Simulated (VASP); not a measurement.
An input for Ansatz (written as the equivalent of a VASP run, and not itself run):

Ansatz 0.2 input:
```yaml
crystal:
  lattice:
    - [1.7800000, -3.0830500, 0.0000000]
    - [1.7800000, 3.0830500, 0.0000000]
    - [0.0000000, 0.0000000, 5.5900000]
  atoms:
    - { symbol: Er, position: [0.3333330, 0.6666670, 0.2500000], spin: 3 }
    - { symbol: Er, position: [0.6666670, 0.3333330, 0.7500000], spin: 3 }
kpoints:
  mp_grid: { grid: [7, 7, 4] }
hamiltonian:
  xc: pbe
  pseudopotentials: { kind: paw }
magnetization: { spin_polarized: true }
scf:
  occupations: { method: fermi_dirac, width: 0.1 }
  max_iter: 100
output: { forces: true, stress: true, eigenvalues: true }
```

**Question.** Translate this input to VASP (INCAR, KPOINTS, POSCAR, choice of POTCAR).

**Answer.** One answer among several that fit: 
INCAR:
```
SYSTEM = Er
PREC = Accurate; ENCUT = 300; LREAL = F
LASPH = T
EDIFF = 1E-6; NELM = 100; ALGO = Normal
LMAXMIX = 6
ISMEAR = -1; SIGMA = 0.1
GGA = PE
MAGMOM = 3.0 3.0
ISPIN = 2
ISIF = 2
LWAVE = F; LCHARG = F; LORBIT = 11
```

KPOINTS:
```
kpoints
0
G
7 7 4
```

### POSCAR
```
Er
11.180
  0.1592128801  -0.2757647585   0.0000000000
  0.1592128801   0.2757647585   0.0000000000
  0.0000000000   0.0000000000   0.5000000000
Er
2
Cart
  0.1592128801   0.0919217700   0.1250000000
  0.1592128801  -0.0919217700   0.3750000000
```

POTCAR, in this order: Er (PBE.64 set). Program: vasp_std.

The two are equivalent in intent, not identical: each code has its own PAW files, so the cut-off isn't converted (ENCUT is set for VASP's; basis.ecutwfc is left out, and Ansatz then takes the one that its files recommend); Ansatz stops its SCF on the density residual and VASP on the energy change (EDIFF).

The structure is a typed Er crystal. The cell was not relaxed at this level.
